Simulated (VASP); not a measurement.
Input of a VASP 6.6.1 run:

INCAR

```
SYSTEM = GaSb
PREC = Accurate
ENCUT = 520
EDIFF = 1E-8
ISMEAR = 0
SIGMA = 0.02
LREAL = .False.
LASPH = .True.
NELM = 60
ALGO = Normal
ISIF = 2
LWAVE = .False.
LCHARG = .False.
GGA = PS
NBANDS = 16
IBRION = 8
NSW = 1
```

The input KPOINTS:

```
regular mesh
0
Gamma
  10 10 10
  0 0 0
```

POSCAR

```
GaSb                                    
1.0
    0.0000000000      3.0778511653      3.0778511653
    3.0778511653      0.0000000000      3.0778511653
    3.0778511653      3.0778511653      0.0000000000
  Ga              Sb            
     1     1
Direct
     0.0000000000000000    0.0000000000000000    0.0000000000000000
     0.2500000000000000    0.2500000000000000    0.2500000000000000
```

Potentials or basis: VASP PAW PBE potentials, release 64 (Ga_d, Sb).

Command:

```console
$ cat potpaw_PBE.64/Ga_d/POTCAR potpaw_PBE.64/Sb/POTCAR > POTCAR
$ mpirun -np 1 vasp_std > vasp.out
```

Task: Estimate the pressure.

Result: -1.0 GPa.

Task: Predict the highest phonon frequency at Γ.

Result: 206 cm⁻¹.

Task: Predict the band gap on the k mesh.

Result: None (metal or under the smearing width).

Phonon frequencies in cm⁻¹ (negative: imaginary):
| q point | frequencies |
| --- | --- |
| (0.000, 0.000, 0.000) | 0 0 0 206 206 206 |

Caveat: the PAW data sets were made with another functional, which shifts forces and pressure a little. The run has no spin-orbit coupling, so splittings on Sb are missing.
